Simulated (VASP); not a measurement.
Crystal: ZnGe2N2.

```xyz
5
Lattice="3.2000 0.0000 0.0000 -1.6000 2.7713 0.0000 0.0000 0.0000 8.0000" Properties=species:S:1:pos:R:3 pbc="T T T"
Zn    0.0000    0.0000    0.0000
Ge    0.0000    1.8475    2.7600
Ge    1.6000    0.9238    5.2400
N     0.0000    0.0000    6.1280
N     0.0000    0.0000    1.8720
```

The cell was built by a generator and needn't be a form met in nature.

```yaml
Program: VASP 6.6.1
Task: relaxation of cell and atoms
Functional: PBE
Potentials_or_basis: VASP PAW PBE potentials, release 64 (Zn, Ge_d, N)
Cutoff: 520 eV
k_mesh: 5 × 5 × 2
Occupations: gaussian, width 0.15 eV
Spin: no spin polarisation
```

At the start: pressure 0.7 GPa; volume 14.19 Å³/atom.

Where does the relaxation end?

Over 16 steps the energy falls by 26.4 meV/atom and the volume is 13.72 Å³/atom (-3.3 %); space group P-3m1 (No. 164, to 0.05 Å).

Step by step:
```csv
step,energy change (eV),largest force (eV/Å),pressure (GPa),volume (Å³)
1,0.0000,0.4931,0.74,70.94
2,-0.0334,0.2272,-1.48,71.61
3,-0.0334,0.2262,-1.54,71.60
4,-0.0509,0.2410,-2.31,70.40
5,-0.0668,0.2391,1.67,66.89
6,-0.0747,0.2019,2.78,66.68
7,-0.0808,0.1977,3.04,66.42
8,-0.0963,0.2191,-0.26,67.21
9,-0.0974,0.2241,0.75,67.29
10,-0.0992,0.2210,0.35,67.45
11,-0.1017,0.2946,-0.65,67.78
12,-0.1106,0.2071,0.19,67.95
13,-0.1264,0.1273,0.18,68.44
14,-0.1285,0.1923,-1.00,68.75
15,-0.1289,0.1811,-0.07,68.66
16,-0.1319,0.0427,-0.14,68.61
```

Final structure:
```cif
data_structure
_symmetry_space_group_name_H-M 'P 1'
_symmetry_Int_Tables_number 1
_cell_length_a 3.0802
_cell_length_b 3.0802
_cell_length_c 8.3501
_cell_angle_alpha 90.000
_cell_angle_beta 90.000
_cell_angle_gamma 120.000
_cell_volume 68.61
loop_
_atom_site_label
_atom_site_type_symbol
_atom_site_fract_x
_atom_site_fract_y
_atom_site_fract_z
_atom_site_occupancy
Zn1 Zn 0.00000 0.00000 0.00000 1
Ge1 Ge 0.33333 0.66667 0.35743 1
Ge2 Ge 0.66667 0.33333 0.64257 1
N1 N 0.00000 0.00000 0.74206 1
N2 N 0.00000 0.00000 0.25794 1
```

Caveat: the k mesh is coarse (spacing up to 0.45 Å⁻¹), so the values aren't converged.
